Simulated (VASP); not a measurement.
Computed with PBEsol GGA, VASP's PBE PAW potentials (set 64) (plane waves; VASP).

VASP ran on this input.

**POSCAR**
```
Lu
1
   -0.0000000000     2.3990642641     2.3990642641
    2.3990642641     0.0000000000     2.3990642641
    2.3990642641     2.3990642641     0.0000000000
Lu
1
Direct
  0.0000000000   0.0000000000   0.0000000000
```

### INCAR
```
SYSTEM=Lu
IBRION=2
ISIF=3   # ions, shape and volume
SIGMA=0.1   # width (eV)
LCHARG=.False.
EDIFFG=-0.01   # ionic stop
LMAXMIX=6   # l cut-off of mixed one-centre charges
EDIFF=1E-6
NELM=100   # most electronic steps
ENCUT=400
PREC=Accurate
LASPH=.True.
LREAL=.False.
ALGO=Normal   # blocked Davidson
NSW=60   # most ionic steps
GGA=PS   # PBEsol
ISMEAR=1   # Methfessel-Paxton
LWAVE=.False.
```

### KPOINTS
```
Automatic mesh
0
Gamma
12 12 12
0 0 0
```

POTCAR, in this order: Lu_3 (PBE.64 set). Program: vasp_std.

What VASP printed:

OSZICAR:
```
       N       E                     dE             d eps       ncg     rms          rms(c)
DAV:   1    -0.125717096176E+01   -0.12572E+01   -0.44413E+03  1752   0.100E+03
DAV:   2    -0.470292556421E+01   -0.34458E+01   -0.32632E+01  1264   0.472E+01
DAV:   3    -0.483197611041E+01   -0.12905E+00   -0.11985E+00  2136   0.907E+00
DAV:   4    -0.483229515047E+01   -0.31904E-03   -0.31903E-03  1312   0.558E-01
DAV:   5    -0.483229838995E+01   -0.32395E-05   -0.32397E-05  2136   0.868E-02    0.178E+01
DAV:   6    -0.482877820338E+01    0.35202E-02   -0.17106E-02  1848   0.315E+00    0.105E+01
DAV:   7    -0.483381779967E+01   -0.50396E-02   -0.28474E-02  1864   0.410E+00    0.236E-01
DAV:   8    -0.483360605336E+01    0.21175E-03   -0.11161E-03  1808   0.516E-01    0.331E-02
DAV:   9    -0.483360809775E+01   -0.20444E-05   -0.21750E-05  1968   0.593E-02    0.912E-03
DAV:  10    -0.483360619475E+01    0.19030E-05   -0.29387E-06  1664   0.327E-02    0.635E-03
DAV:  11    -0.483360624738E+01   -0.52632E-07   -0.12574E-07   712   0.614E-03
   1 F= -.48336062E+01 E0= -.48337746E+01  d E =-.483361E+01
```

### OUTCAR
```
------------------------ aborting loop because EDIFF is reached ----------------------------------------
  FORCE on cell =-STRESS in cart. coord.  units (eV):
  Direction    XX          YY          ZZ          XY          YZ          ZX
  --------------------------------------------------------------------------------------
  Total        0.0004881      0.0004881      0.0004881      0.0000000      0.0000000     -0.0000000
  in kB        0.0283159      0.0283159      0.0283159      0.0000000      0.0000000     -0.0000000
  external PRESSURE =       0.0283159 kB  Pullay stress =       0.0000000 kB
  volume of cell :       27.62
      direct lattice vectors                 reciprocal lattice vectors
     0.000000000  2.399064264  2.399064264    -0.208414592  0.208414592  0.208414592
     2.399064264  0.000000000  2.399064264     0.208414592 -0.208414592  0.208414592
     2.399064264  2.399064264  0.000000000     0.208414592  0.208414592 -0.208414592
 POSITION                                       TOTAL-FORCE (eV/Angst)
 -----------------------------------------------------------------------------------
      0.00000      0.00000      0.00000        -0.000000     -0.000000      0.000000
 -----------------------------------------------------------------------------------
    total drift:                                0.000000      0.000000     -0.000000
  FREE ENERGIE OF THE ION-ELECTRON SYSTEM (eV)
  ---------------------------------------------------
  free  energy   TOTEN  =        -4.8336062474 eV

  energy  without entropy=       -4.8341112685  energy(sigma->0) =       -4.83377459

 reached required accuracy - stopping structural energy minimisation
```
(Selected blocks of OUTCAR.)

### OUTCAR
```
 val. band max:        2.9829759616   @ k =   0.3333   0.2500   0.0000

 cond. band min:       3.0110605528   @ k =   0.5000   0.3333   0.1667


 Fermi energy:         2.9879606290

 k-point     1 :       0.0000    0.0000    0.0000
  band No.  band energies     occupation
      1     -23.3230      2.00000
      2     -23.3230      2.00000
      3     -23.3230      2.00000
      4      -3.2681      2.00000
      5       5.3044      0.00000
      6       5.3044      0.00000
      7       5.3044      0.00000
      8       7.8526      0.00000

 k-point     2 :       0.0833    0.0000    0.0000
  band No.  band energies     occupation
      1     -23.3659      2.00000
      2     -23.3284      2.00000
      3     -23.3284      2.00000
      4      -3.0625      2.00000
      5       5.0540      0.00000
      6       5.4026      0.00000
      7       5.4026      0.00000
      8       7.7304      0.00000

 k-point     3 :       0.1667    0.0000    0.0000
  band No.  band energies     occupation
      1     -23.4812      2.00000
      2     -23.3433      2.00000
      3     -23.3433      2.00000
      4      -2.4778      2.00000
      5       4.4881     -0.00000
      6       5.5962      0.00000
      7       5.5962      0.00000
      8       7.5619      0.00000

 k-point     4 :       0.2500    0.0000    0.0000
  band No.  band energies     occupation
      1     -23.6346      2.00000
      2     -23.3635      2.00000
      3     -23.3635      2.00000
      4      -1.6174      2.00000
      5       3.9115     -0.00000
      6       5.5982      0.00000
      7       5.5982      0.00000
      8       7.7946      0.00000

 k-point     5 :       0.3333    0.0000    0.0000
  band No.  band energies     occupation
      1     -23.7835      2.00000
      2     -23.3837      2.00000
      3     -23.3837      2.00000
      4      -0.6790      2.00000
      5       3.5362     -0.00000
      6       5.3720      0.00000
      7       5.3720      0.00000
...
```

The structure was generated: Lu was put into the fcc type (Fm-3m), which need not be its known phase. It was relaxed first, which changed the volume by -7 %. The start is the result of an earlier pass.
